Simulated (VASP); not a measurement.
Computed with LDA (Ceperley-Alder, Perdew-Zunger), VASP's LDA PAW potentials (set 64) (plane waves; VASP).

Input for VASP

**INCAR**
```
ALGO = Normal
EDIFF = 1E-6
EDIFFG = -0.02
ENCUT = 500
IBRION = 2
ISIF = 3
ISMEAR = 0
LASPH = .True.
LCHARG = .False.
LREAL = .False.
LWAVE = .False.
NELM = 100
NSW = 40
PREC = Accurate
PSTRESS = 200
SIGMA = 0.05
SYSTEM = NaCl
```

**POSCAR**
```
NaCl
1
    0.0000000000     2.4704187478     2.4704187478
    2.4704187478     0.0000000000     2.4704187478
    2.4704187478     2.4704187478    -0.0000000000
Na Cl
1 1
Direct
  0.0000000000   0.0000000000   0.0000000000
  0.5000000000   0.5000000000   0.5000000000
```

### KPOINTS
```
Automatic mesh
0
Gamma
9 9 9
0 0 0
```

POTCAR, in this order: Na_pv Cl (LDA.64 set). Program: vasp_std.

The run wrote:

File OSZICAR:
```
       N       E                     dE             d eps       ncg     rms          rms(c)
DAV:   1     0.966569126961E+02    0.96657E+02   -0.75647E+03   773   0.136E+03
DAV:   2    -0.771489634365E+00   -0.97428E+02   -0.90540E+02   885   0.307E+02
DAV:   3    -0.699262031275E+01   -0.62211E+01   -0.61945E+01   905   0.769E+01
DAV:   4    -0.708729737495E+01   -0.94677E-01   -0.94583E-01   953   0.101E+01
DAV:   5    -0.708902935260E+01   -0.17320E-02   -0.17318E-02   923   0.136E+00    0.269E+00
DAV:   6    -0.691575418775E+01    0.17328E+00   -0.28150E-01   971   0.507E+00    0.204E+00
DAV:   7    -0.689002926423E+01    0.25725E-01   -0.72217E-02   881   0.242E+00    0.118E+00
DAV:   8    -0.688822690756E+01    0.18024E-02   -0.37456E-03   908   0.804E-01    0.148E-01
DAV:   9    -0.688819093695E+01    0.35971E-04   -0.13329E-04   905   0.199E-01    0.374E-02
DAV:  10    -0.688819254863E+01   -0.16117E-05   -0.20285E-05   980   0.104E-01    0.877E-03
DAV:  11    -0.688819273911E+01   -0.19048E-06   -0.45018E-06   844   0.375E-02
   1 F= -.31240929E+01 E0= -.31240929E+01  d E =-.312409E+01
```

### OUTCAR
```
------------------------ aborting loop because EDIFF is reached ----------------------------------------
  FORCE on cell =-STRESS in cart. coord.  units (eV):
  Direction    XX          YY          ZZ          XY          YZ          ZX
  --------------------------------------------------------------------------------------
  Total        3.7536740      3.7536740      3.7536740      0.0000000      0.0000000     -0.0000000
  in kB      199.4460385    199.4460385    199.4460385      0.0000000      0.0000000     -0.0000000
  external PRESSURE =      -0.5539615 kB  Pullay stress =     200.0000000 kB
  volume of cell :       30.15
      direct lattice vectors                 reciprocal lattice vectors
     0.000000000  2.470418748  2.470418748    -0.202394837  0.202394837  0.202394837
     2.470418748  0.000000000  2.470418748     0.202394837 -0.202394837  0.202394837
     2.470418748  2.470418748  0.000000000     0.202394837  0.202394837 -0.202394837
  FREE ENERGIE OF THE ION-ELECTRON SYSTEM (eV)
  ---------------------------------------------------
  free  energy   TOTEN  =        -6.8881927391 eV

  energy  without entropy=       -6.8881927391  energy(sigma->0) =       -6.88819274
  enthalpy is  TOTEN    =        -3.1240929151 eV   P V=        3.7640998240

 reached required accuracy - stopping structural energy minimisation
```
(Selected blocks of OUTCAR.)

The compound is NaCl in the rock salt structure. It was relaxed first under an external pressure of 20 GPa.
